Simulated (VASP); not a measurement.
# Fitting the PBE energy curve of IrC

Symmetry: F-43m, No. 216, cubic system. The conventional cell has a = 4.621 Å, b = 4.621 Å, c = 4.621 Å, α = 90.00°, β = 90.00°, γ = 90.00°. Around Ir (site symmetry -43m) lie 4 C at 2.00 Å. Around C (site symmetry -43m) lie 4 Ir at 2.00 Å.

The cell comes from a database or a generator and needn't be the stable form of this composition.

The cell was scaled at fixed shape and fractions and run with VASP, PBE PAW files C, Ir, 520 eV; PBE, k mesh 10 × 10 × 10 on the cell of 2 atoms, fermi-dirac occupations of 0.05 eV, no spin polarisation, no spin-orbit coupling. Energies are those that the program minimises, any entropy of the smearing included. For a metal such a mesh isn't converged to the digits shown.

```tsv
V (Å³/atom)	energy over the lowest row (meV/atom)
11.5933	53.87
11.8399	?
12.0866	7.76
12.3333	0.00
12.5799	1.04
12.8266	9.95
13.0733	25.90
```

Problem. Fit the third-order Birch-Murnaghan form, give V0, B0 and B′, and predict the energy left open.

Solution. With y = (V0/V)^(2/3), E = E0 + (9 V0 B0/16) [(y - 1)³ B′ + (y - 1)² (6 - 4y)]. Least squares through the rows shown give V0 = 12.4249 Å³/atom, E0 = -0.58 meV, B0 = 275.7 GPa (1 eV/Å³ = 160.218 GPa) and B′ = 4.57, with a largest miss of 0.01 meV. At V = 11.8399 the form with these constants gives 25.34 meV; the run gave 25.34 meV an atom.
